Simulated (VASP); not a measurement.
Consider the following.

```xyz
2
Lattice="0.0000 2.5152 2.5152 2.5152 0.0000 2.5152 2.5152 2.5152 0.0000" Properties=species:S:1:pos:R:3 pbc="T T T"
Y      0.0000     0.0000     0.0000
C      2.5152     2.5152     2.5152
```

These are PBEsol GGA, VASP's PBE PAW potentials (set 64) (plane waves; VASP) values and carry that method's errors. Run with 520 eV cut-off, 14×14×14 Γ-centred mesh, tetrahedra with Blöchl corrections, potentials Y_sv C.

Q: Tabulate the total density of states (states/eV per cell) against energy (eV; zero at the valence-band maximum or, without a gap, the Fermi level).

A: 
```
E (eV)  DOS (states/eV)
------  ---------------
-9.98              0.00
-9.62              0.00
-9.26              0.10
-8.90              0.20
-8.66              0.30
-8.30              1.43
-7.94              2.20
-7.58              1.31
-7.22              0.24
-6.86              0.00
-6.50              0.00
-6.14              0.00
-5.90              0.00
-5.54              0.00
-5.18              0.00
-4.82              0.00
-4.46              0.00
-4.10              0.00
-3.74              0.00
-3.38              0.00
-3.14              0.12
-2.78              0.38
-2.42              0.75
-2.06              1.18
-1.70              1.30
-1.34              0.82
-0.98              1.83
-0.62              4.67
-0.38              2.92
-0.02              1.65
0.34               1.18
0.70               0.72
1.06               0.20
1.42               0.16
1.78               0.20
2.14               0.28
2.38               0.34
2.74               0.44
3.10               0.53
3.46               0.68
```
Within 2 eV below the Fermi level the largest weight inside VASP's projection spheres is C p, then Y d.

The structure was generated: YC was put into the rock salt type (Fm-3m), which need not be its known phase. It was relaxed first, which changed the volume by -33 %. The electron count is odd and the run is not spin-polarised, which forces a metal.
